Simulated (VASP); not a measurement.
Here is the system:

```
CaF2
1.0
    0.00000     2.74348     2.74348
    2.74348     0.00000     2.74348
    2.74348     2.74348     0.00000
Ca F
1 2
Cartesian
  0.00000   0.00000   0.00000
  1.37174   1.37174   1.37174
  4.11522   4.11522   4.11522
```

All values below come from PBE GGA with D3 dispersion (zero damping), VASP's PBE PAW potentials (set 64) (plane waves; VASP). Settings: 520 eV cut-off, Gaussian smearing of 0.050 eV, potentials Ca_sv F.

Estimate the band gap (along the path) with the smallest direct gap where there is one.

```json
{
  "band gap (along the path)": "7.20 eV",
  "smallest direct gap (along the path)": "7.45 eV"
}
```

The compound is CaF2 in the fluorite structure. It was relaxed first.
